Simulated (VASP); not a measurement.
HfTi2S5: relaxation of cell and atoms with PBE

The system is HfTi2S5.

```
CELL_PARAMETERS angstrom
4.15286 0.00000 0.00000
0.00000 4.15286 0.00000
0.00000 0.00000 9.06757
ATOMIC_POSITIONS crystal
Hf 0.00000 0.00000 0.50000
Ti 0.00000 0.00000 0.00000
Ti 0.50000 0.50000 0.50000
S 0.00000 0.50000 0.26113
S 0.50000 0.00000 0.73887
S 0.50000 0.00000 0.26113
S 0.00000 0.50000 0.73887
S 0.50000 0.50000 0.00000
```

The cell was built by a generator and needn't be a form met in nature.

```
Program                : VASP 6.6.1
Task                   : relaxation of cell and atoms
Functional             : PBE
Potentials or basis    : VASP PAW PBE potentials, release 64 (Hf_pv, Ti_sv, S)
Cutoff                 : 520 eV
k mesh                 : 4 × 4 × 2
Occupations            : gaussian, width 0.15 eV
Spin                   : no spin polarisation
Further INCAR settings : PREC = Normal; ALGO = Fast; EDIFF = 0.0001; IBRION = 2; EDIFFG = -0.08; NSW = 24; ISIF = 3
```

* Relaxed volume: 16.00 Å³/atom
* Relaxed cell: a = 4.430 Å, b = 4.430 Å, c = 6.523 Å, α = 90.00°, β = 90.00°, γ = 90.00°
* Space group after relaxing (to 0.05 Å): P4/mmm (No. 123)
* Energy gained by relaxing: 721.8 meV/atom
* Ionic steps: 14
* Pressure after relaxing: -0.6 GPa
* Largest force after relaxing: 0.027 eV/Å
* Band gap on the k mesh: none (metal or under the smearing width)

Forces in eV/Å, atoms in the order of the input:
```
Hf   0.000  0.000  0.000
Ti   0.000  0.000  0.000
Ti   0.000  0.000  0.000
S    0.000  0.000  0.027
S    0.000  0.000 -0.027
S    0.000  0.000  0.027
S    0.000  0.000 -0.027
S    0.000  0.000  0.000
```

Stress tensor (GPa, compression positive):
```
-0.71  0.00  0.00
 0.00 -0.71  0.00
 0.00  0.00 -0.31
```

The path:
| step | energy change (eV) | largest force (eV/Å) | pressure (GPa) | volume (Å³) |
| --- | --- | --- | --- | --- |
| 1 | 0.0000 | 2.1222 | -11.92 | 156.38 |
| 2 | -2.7841 | 1.6815 | 5.10 | 125.37 |
| 3 | -2.8790 | 1.3548 | 12.38 | 119.82 |
| 4 | -4.4935 | 0.3710 | 17.89 | 116.95 |
| 5 | -4.6030 | 1.1117 | 19.97 | 115.84 |
| 6 | -5.5860 | 0.5610 | -2.42 | 135.59 |
| 7 | -5.6594 | 0.6247 | -0.01 | 131.18 |
| 8 | -5.6593 | 0.6325 | 0.32 | 130.87 |
| 9 | -5.6976 | 0.3868 | -0.08 | 130.66 |
| 10 | -5.7192 | 0.0734 | -0.63 | 130.37 |
| 11 | -5.7467 | 0.0902 | -0.36 | 129.30 |
| 12 | -5.7689 | 0.1139 | 1.17 | 126.04 |
| 13 | -5.7736 | 0.1091 | 0.71 | 127.02 |
| 14 | -5.7748 | 0.0273 | -0.58 | 128.01 |

Final structure:
```
Hf Ti S
1.0
     4.43003    0.00000    0.00000
     0.00000    4.43003    0.00000
     0.00000    0.00000    6.52293
Hf Ti S
1 2 5
Direct
  0.00000 0.00000 0.50000
  0.00000 0.00000 0.00000
  0.50000 0.50000 0.50000
  0.00000 0.50000 0.27878
  0.50000 0.00000 0.72122
  0.50000 0.00000 0.27878
  0.00000 0.50000 0.72122
  0.50000 0.50000 0.00000
```

Levels at points of the mesh, in eV from the Fermi level:
```
           k point  band 30  band 31  band 32  band 33  band 34  band 35
(0.00, 0.00, 0.00)    -0.91    -0.91    -0.50    -0.43    -0.18    -0.01
(0.50, 0.00, 0.00)    -1.67    -0.21     0.05     0.39     0.64     0.64
(0.50, 0.50, 0.00)    -0.50    -0.24    -0.10     0.03     0.28     0.30
(0.00, 0.00, 0.50)    -1.62    -1.29    -1.29    -0.24    -0.12     0.89
(0.50, 0.00, 0.50)    -1.18    -0.64     0.11     0.64     0.82     0.85
(0.50, 0.50, 0.50)    -0.29     0.03     0.03     0.17     0.36     0.95
```

Run time: 13 min on 1 thread of AMD EPYC 7R13 Processor (Zen 3), on a shared host, peak memory 0.2 GiB.

Caveat: the k mesh is coarse (spacing up to 0.38 Å⁻¹), so the values aren't converged; the volume moved by over 15 % at a fixed basis, so the end points are rough; the relaxation stopped at a loose force limit of 0.08 eV/Å, so its end isn't a converged minimum. Spin-orbit coupling is left out, which matters for the levels of Hf.
